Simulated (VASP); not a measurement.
Crystal: BaTlH.

```
CELL_PARAMETERS angstrom
3.42585 0.00000 0.00000
0.00000 3.42585 0.00000
0.00000 0.00000 5.58480
ATOMIC_POSITIONS crystal
Ba 0.00000 0.00000 0.00000
Tl 0.50000 0.50000 0.50000
H 0.00000 0.00000 0.50000
```

The cell was built by a generator and needn't be a form met in nature.

The cell isn't the ideal one: random cell by space group and Wyckoff sites (P4/mmm, No. 123).

```yaml
Program: VASP 6.6.1
Task: relaxation of cell and atoms
Functional: PBE
Potentials_or_basis: VASP PAW PBE potentials, release 64 (Ba_sv, Tl_d, H)
Cutoff: 600 eV
k_mesh: 6 × 6 × 4
Occupations: gaussian, width 0.1 eV
Spin: no spin polarisation
```

At the start: pressure 6.9 GPa; volume 21.85 Å³/atom.

Problem. Where does the relaxation end?

Solution. Over 9 steps the energy falls by 213.3 meV/atom and the volume is 27.50 Å³/atom (+25.9 %); space group P4/mmm (No. 123, to 0.05 Å).

The path:
```csv
step,energy change (eV),largest force (eV/Å),pressure (GPa),volume (Å³)
1,0.0000,0.0000,6.92,65.55
2,-0.4353,0.0000,1.40,74.76
3,-0.5476,0.0000,-0.66,81.53
4,-0.5618,0.0000,-1.25,84.52
5,-0.5636,0.0000,-1.45,85.85
6,-0.6284,0.0000,-0.48,83.39
7,-0.6381,0.0000,0.05,82.30
8,-0.6389,0.0000,0.26,81.90
9,-0.6399,0.0000,0.15,82.49
```

Final structure:
```cif
data_structure
_symmetry_space_group_name_H-M 'P 1'
_symmetry_Int_Tables_number 1
_cell_length_a 4.0195
_cell_length_b 4.0195
_cell_length_c 5.1059
_cell_angle_alpha 90.000
_cell_angle_beta 90.000
_cell_angle_gamma 90.000
_cell_volume 82.49
loop_
_atom_site_label
_atom_site_type_symbol
_atom_site_fract_x
_atom_site_fract_y
_atom_site_fract_z
_atom_site_occupancy
Ba1 Ba 0.00000 0.00000 0.00000 1
Tl1 Tl 0.50000 0.50000 0.50000 1
H1 H 0.00000 0.00000 0.50000 1
```

Caveat: the volume moved by over 15 % at a fixed basis, so the end points are rough.
